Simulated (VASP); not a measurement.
All values below come from PBE GGA, VASP's PBE PAW potentials (set 64) (plane waves; VASP).

The input files of a VASP run:

**INCAR**
```
! general
SYSTEM =AlCo
PREC   =Accurate
ENCUT  =300
LREAL  =F   ! projection in real space or not
LASPH  =T   ! aspherical one-centre terms

! electronic loop
EDIFF  =1E-6   ! SCF stop (eV)
NELM   =100
ALGO   =Normal   ! blocked Davidson
LMAXMIX=4   ! l cut-off of mixed one-centre charges

! smearing
ISMEAR =1
SIGMA  =0.272

! functional
GGA    =PE   ! PBE

! spin
ISPIN  =2   ! spin-polarised
MAGMOM =4*0.0 4*0.75

! ions
ISIF   =2

! output
LWAVE  =F
LCHARG =F
LORBIT =11
```

File POSCAR:
```
AlCo
48.020
  0.0595942524   0.0000000000   0.0000000000
  0.0000000000   0.0595942524   0.0000000000
  0.0000000000   0.0000000000   0.5000000000
Al Co
4 4
direct
  0.5000000000   0.5000000000   0.2915450000
  0.5000000000   0.5000000000   0.4106620000
  0.5000000000   0.5000000000   0.5297790000
  0.5000000000   0.5000000000   0.6488960000
  0.0000000000   0.0000000000   0.3511040000
  0.0000000000   0.0000000000   0.4702210000
  0.0000000000   0.0000000000   0.5893380000
  0.0000000000   0.0000000000   0.7084550000
```

### KPOINTS
```
Automatic mesh
0
Gamma
15 15 1
0 0 0
```

POTCAR, in this order: Al Co (PBE.64 set). Program: vasp_std.

The cell holds a wide vacuum, so values per volume refer to the whole cell.

**Question.** What does the run give for the energy per atom (σ→0), cell moment, largest force, band gap (on the k-mesh)?

**Answer.** 
```json
{
  "energy per atom (σ→0)": "-5.624 eV/atom",
  "cell_moment": "2.25 μB",
  "band gap (on the k-mesh)": "none (metal, semimetal or under 0.01 eV)",
  "largest_force": "0.02449 Ry/bohr"
}
```

File OSZICAR:
```
...
DAV:  38    -0.449889143698E+02   -0.88762E-04   -0.17302E-05  4591   0.237E-02    0.129E-02
DAV:  39    -0.449889544332E+02   -0.40063E-04   -0.77236E-06  4438   0.210E-02    0.386E-03
DAV:  40    -0.449889733523E+02   -0.18919E-04   -0.33009E-06  3905   0.122E-02    0.242E-03
DAV:  41    -0.449889808852E+02   -0.75329E-05   -0.17795E-06  3450   0.851E-03    0.485E-03
DAV:  42    -0.449889854273E+02   -0.45420E-05   -0.98179E-07  3312   0.866E-03    0.425E-03
DAV:  43    -0.449889872121E+02   -0.17849E-05   -0.32691E-07  3013   0.418E-03    0.342E-03
DAV:  44    -0.449889879962E+02   -0.78403E-06   -0.95674E-08  2883   0.186E-03
   1 F= -.44988988E+02 E0= -.44992054E+02  d E =0.919797E-02  mag=     2.2460
```

The cell is a sheet with vacuum, built from a generated structure.
